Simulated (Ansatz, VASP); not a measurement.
# GaSi2P: VASP beside Ansatz, part 2 of 2

Aim: how closely do two programs agree when they are given the same cell, functional and k mesh? The cell is generated by rule, not measured, and may not be a known phase. The cell is taken from a series of runs on this material, whose earlier steps may have relaxed, scaled, displaced or heated it; both programs get it as it stands.

VASP 6.6.1 and Ansatz 0.2.0.

So far: Set-up; Ansatz: relaxation of cell and atoms, PBEsol, pair 1; VASP: relaxation of cell and atoms, PBEsol, pair 1; Differences.

The structure was built from a prototype and need not be the compound's stable phase.

## (5) Ansatz: relaxation of cell and atoms, PBEsol, pair 2

Level of this step: Ansatz beside VASP: Kohn-Sham DFT, plane waves, PBEsol (Ansatz).

The relaxed volume is the usual yardstick between codes: in a stiff, nearly cubic crystal its relative difference is about their pressure difference at one cell divided by the bulk modulus. This pair takes another cell of the material, with 12 atoms against 4 for the pair before.

The cell is taken from a series of runs on this material, whose earlier steps may have relaxed, scaled, displaced or heated it; both programs get it as it stands.

The input, input.yaml:

```yaml
crystal:
  lattice:
    - [3.8458194326, 0.0, 0.0]
    - [0.0, 5.43881, 0.0]
    - [0.0, 0.0, 11.5375115983]
  atoms:
    - { symbol: Ga, position: [0.0, 0.0, 0.0829751071] }
    - { symbol: P, position: [0.5, 0.25, 0.0829751071] }
    - { symbol: Ga, position: [0.5, 0.5, 0.2503582262] }
    - { symbol: P, position: [0.0, 0.75, 0.2503582262] }
    - { symbol: Ga, position: [0.0, 0.0, 0.4177413453] }
    - { symbol: P, position: [0.5, 0.25, 0.4177413453] }
    - { symbol: Si, position: [0.5, 0.5, 0.5851244644] }
    - { symbol: Si, position: [0.0, 0.75, 0.5851244644] }
    - { symbol: Si, position: [0.0, 0.0, 0.7510746787] }
    - { symbol: Si, position: [0.5, 0.25, 0.7510746787] }
    - { symbol: Si, position: [0.5, 0.5, 0.9170248929] }
    - { symbol: Si, position: [0.0, 0.75, 0.9170248929] }
kpoints:
  mp_grid: { grid: [6, 4, 2] }
hamiltonian:
  xc: pbesol
  pseudopotentials: { kind: paw, azcp: { folder: soft_1 }, xc_functional: pbe }
scf:
  occupations: { method: fermi_dirac, width: 0.02 }
relax:
  f_tol: 0.015
  max_steps: 100
  cell: {}
```

Launch:

```
> ansatz run input.yaml --threads 32 --pin off --max-ram 82944MiB --backend cuda --events-out ev --progress --plain --runs-dir out --devices 1 --max-vram 78GiB
```

Numbers of over 12 decimals in the logs are rounded to 6 here.

The log of the run:

```text
[...]
GPUs: using 1 of 1 available (devices: 1).
[...]
Crystal: 12 atoms, lattice volume = 241.326 Å³
Basis set: ecut = 420 eV, 4705 PW (Γ), exchange–correlation on 54×80×160 points (8 copies of the dense FFT grid, shifted against one another)
Bands: 51, of which v1, the nominal top of the filled ones, is band 39 counted from 1 (38 counted from 0)
Symmetry: 2 space group operations
[...]
- { symbol: Ga, position: [0.500000, 0.523922, 0.250730] }
    - { symbol: P, position: [0.0, 0.773529, 0.250706] }
    - { symbol: Ga, position: [0.0, 0.00845932, 0.421027] }
    - { symbol: P, position: [0.500000, 0.264321, 0.417426] }
    - { symbol: Si, position: [0.500000, 0.488427, 0.585169] }
    - { symbol: Si, position: [0.0, 0.736872, 0.583503] }
    - { symbol: Si, position: [0.0, -0.021923, 0.750707] }
    - { symbol: Si, position: [0.500000, 0.228342, 0.750728] }
    - { symbol: Si, position: [0.500000, 0.488420, 0.916292] }
    - { symbol: Si, position: [0.0, 0.736869, 0.917902] }
[key lines of the parts left out:]
SCF converged after 7 iterations
P = ⅓ Tr σ = -0.0045 GPa (-0.045 kbar)
```

## (6) VASP: relaxation of cell and atoms, PBEsol, pair 2

The same cell, functional, mesh and smearing now go to VASP, with its own data sets.

The input, INCAR:

```
SYSTEM = GaSi2P
PREC = Accurate
ENCUT = 500
EDIFF = 1E-07
NELM = 120
ISMEAR = -1
SIGMA = 0.02
LREAL = .FALSE.
ALGO = Normal
GGA = PS
NBANDS = 51
LORBIT = 11
LWAVE = .FALSE.
LCHARG = .FALSE.
ISIF = 3
IBRION = 2
NSW = 80
EDIFFG = -0.005
LASPH = .TRUE.
GGA_COMPAT = .FALSE.
NELMIN = 4
EFERMI = MIDGAP
KPAR = 2
```

The input, POSCAR:

```
GaSi2P
1.0
    3.8458190000      0.0000000000      0.0000000000
    0.0000000000      5.4388100000      0.0000000000
    0.0000000000      0.0000000000     11.5375120000
Ga P Si
3 3 6
Direct
    0.0000000000      0.0000000000      0.0829750816
    0.5000000000      0.5000000000      0.2503582228
    0.0000000000      0.0000000000      0.4177413640
    0.5000000000      0.2500000919      0.0829750816
    0.0000000000      0.7500000919      0.2503582228
    0.5000000000      0.2500000919      0.4177413640
    0.5000000000      0.5000000000      0.5851244185
    0.0000000000      0.7500000919      0.5851244185
    0.0000000000      0.0000000000      0.7510746684
    0.5000000000      0.2500000919      0.7510746684
    0.5000000000      0.5000000000      0.9170248317
    0.0000000000      0.7500000919      0.9170248317
```

The input, KPOINTS:

```
Automatic mesh
0
Gamma
6 4 2
0 0 0
```

Potentials, in the order of the species: Ga_d, P and Si (PBE family, release 64).

Launch:

```
> mpirun -np 2 vasp_std
```

The log of the run:

```text
[banner, memory and clock lines left out]
running    2 mpi-ranks, on    1 nodes
[...]
[... a notice as in an earlier step ...]

 LDA part: xc-table for (Slater+PW92), standard interpolation
 POSCAR, INCAR and KPOINTS ok, starting setup
[...]
entering main loop
       N       E                     dE             d eps       ncg     rms          rms(c)
DAV:   1     0.600529961979E+03    0.60053E+03   -0.31722E+04  2590   0.176E+03
DAV:   2     0.327835573078E+02   -0.56775E+03   -0.53918E+03  2744   0.486E+02
DAV:   3    -0.595311364280E+02   -0.92315E+02   -0.87947E+02  2992   0.148E+02
DAV:   4    -0.650464980974E+02   -0.55154E+01   -0.54543E+01  3016   0.365E+01
[...]
DAV:  14    -0.637969028494E+02   -0.72495E-06   -0.57764E-06  3044   0.206E-02    0.243E-03
DAV:  15    -0.637969029541E+02   -0.10472E-06   -0.91944E-07  3162   0.919E-03    0.116E-03
DAV:  16    -0.637969029367E+02    0.17427E-07   -0.13831E-07  1897   0.514E-03
   1 F= -.63796903E+02 E0= -.63796903E+02  d E =-.637969E+02
[... from here on, the cycles between the ionic steps are left out ...]
   2 F= -.63843195E+02 E0= -.63843195E+02  d E =-.462916E-01
  11 F= -.63921672E+02 E0= -.63921672E+02  d E =-.868299E-02
  12 F= -.63922307E+02 E0= -.63922307E+02  d E =-.635227E-03
  13 F= -.63922343E+02 E0= -.63922343E+02  d E =-.671351E-03
  14 F= -.63922507E+02 E0= -.63922507E+02  d E =-.163399E-03
  15 F= -.63922538E+02 E0= -.63922538E+02  d E =-.194847E-03
  16 F= -.63922539E+02 E0= -.63922539E+02  d E =-.196318E-03
  17 F= -.63922586E+02 E0= -.63922586E+02  d E =-.465649E-04
  18 F= -.63922599E+02 E0= -.63922599E+02  d E =-.599944E-04
  19 F= -.63922623E+02 E0= -.63922623E+02  d E =-.235257E-04
  20 F= -.63922623E+02 E0= -.63922623E+02  d E =-.239324E-04
  21 F= -.63922624E+02 E0= -.63922624E+02  d E =-.242983E-04
  22 F= -.63922629E+02 E0= -.63922629E+02  d E =-.518511E-05
 trial-energy change:   -0.000005  1 .order   -0.000006   -0.000015    0.000004
 step:   0.9220(harm=  0.9220)  dis= 0.00023  next Energy=   -63.922630 (dE=-0.593E-05)
 reached required accuracy - stopping structural energy minimisation
```

Parts of OUTCAR (step 6):

```text
  Total       -0.0021466     -0.0179545     -0.0160760      0.0000000      0.0042249      0.0000000
  in kB       -0.0142676     -0.1193340     -0.1068483      0.0000000      0.0280803      0.0000000
  external PRESSURE =      -0.0801500 kB  Pullay stress =       0.0000000 kB

 POSITION                                       TOTAL-FORCE (eV/Angst)
 -----------------------------------------------------------------------------------
      0.00000      0.04542      0.92870         0.000000     -0.001549      0.000225
      1.92193      2.84568      2.89568         0.000000     -0.000660      0.000817
      0.00000      0.04549      4.86290         0.000000     -0.002131      0.001202
      1.92193      1.43423      0.97212         0.000000      0.000901     -0.000694
      0.00000      4.20030      2.89574         0.000000      0.001025      0.000040
      1.92193      1.43436      4.81952         0.000000      0.000612      0.000556
      1.92193      2.65156      6.75686         0.000000     -0.001204      0.000019
      0.00000      4.00090      6.73890         0.000000      0.001797     -0.001418
      0.00000      5.31054      8.67108         0.000000      0.000712     -0.000018
      1.92193      1.24057      8.67126         0.000000      0.000605     -0.001435
      1.92193      2.65158     10.58539         0.000000     -0.000914      0.000546
      0.00000      4.00088     10.60323         0.000000      0.000805      0.000160
 -----------------------------------------------------------------------------------
    total drift:                               -0.000000      0.001966     -0.000364

  FREE ENERGIE OF THE ION-ELECTRON SYSTEM (eV)
  ---------------------------------------------------
  free  energy   TOTEN  =       -63.9226289163 eV

  energy  without entropy=      -63.9226289157  energy(sigma->0) =      -63.92262892

[... 1 part as in an earlier step ...]

[... 3 further parts left out ...]
[key lines of the parts left out:]
E-fermi :   5.6903
```

The gap is read on the k-mesh alone, so it is an upper bound where the band edges lie off the mesh.

## (7) Side by side

Both answers:

```tsv
quantity	Ansatz	VASP	difference
volume (Å³)	241.02	241.06	-0.02 %
edge a after relaxation, in the typed setting (Å)	3.843	3.844	-0.01 %
edge b after relaxation, in the typed setting (Å)	5.429	5.429	-0.01 %
edge c after relaxation, in the typed setting (Å)	11.551	11.550	+0.00 %
```

## (8) Summary of results

| Property | Result |
| --- | --- |
| difference in edge a after relaxation, in the typed setting (relaxation of cell and atoms, PBEsol, pair 1) | -0.047 % |
| difference in volume (relaxation of cell and atoms, PBEsol, pair 2) | -0.017 % |

**Reading.** The difference in edge a after relaxation, in the typed setting is -0.047 % (relaxation of cell and atoms, PBEsol, pair 1), within the 1.2 % picked in this series as the mark of a large difference, as far as the stopping tolerances let one tell. How closely two codes agree says nothing of how well the functional describes the real material.

[Lines on the potential files, build, host, timing and source positions are cut from VASP's logs without a mark.]

[Logs are printed without paths, hosts, clocks, repeated set-up lines and the standing remarks that a program may print on its own settings, such as how far it seeks lower states.]

[Hosts, paths, dates, database ids (printed as entryN), source tags and the programs' standing remarks are cut or masked in the printed files.]
